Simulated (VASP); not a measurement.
## HfNb₃N₄ (ordered alloy cell): computed properties

The numbers are results of PBEsol GGA, VASP's PBE PAW potentials (set 64) (plane waves; VASP), not measurements.

| Property | Value |
|---|---|
| space group | Pm-3m (221) |
| cell | a = 4.406 Å, b = 4.406 Å, c = 4.406 Å, α = 90.00°, β = 90.00°, γ = 90.00° |
| volume per atom | 10.69 Å³/atom |
| band gap (over mesh and band path) | none (metal, semimetal or under 0.01 eV) |
| density | 9.96 g/cm³ |

```
CELL_PARAMETERS angstrom
      4.40586     0.00000     0.00000
      0.00000     4.40586     0.00000
      0.00000     0.00000     4.40586
ATOMIC_POSITIONS crystal
  Nb 0.00000 0.00000 0.00000
  Nb 0.50000 0.50000 0.00000
  Nb 0.50000 0.00000 0.50000
  N  0.50000 0.50000 0.50000
  N  0.00000 0.00000 0.50000
  N  0.00000 0.50000 0.00000
  N  0.50000 0.00000 0.00000
  Hf 0.00000 0.50000 0.50000
```

Unless said otherwise, spin-orbit coupling is left out, though it shifts the bands of the heavy elements here.

The structure was generated: HfNb3N4 was put into an ordered model structure (Pm-3m), which need not be its known phase. It was relaxed first. Symmetry was kept, so distortions that lower it aren't found. The electron count is odd and the run is not spin-polarised, which forces a metal.
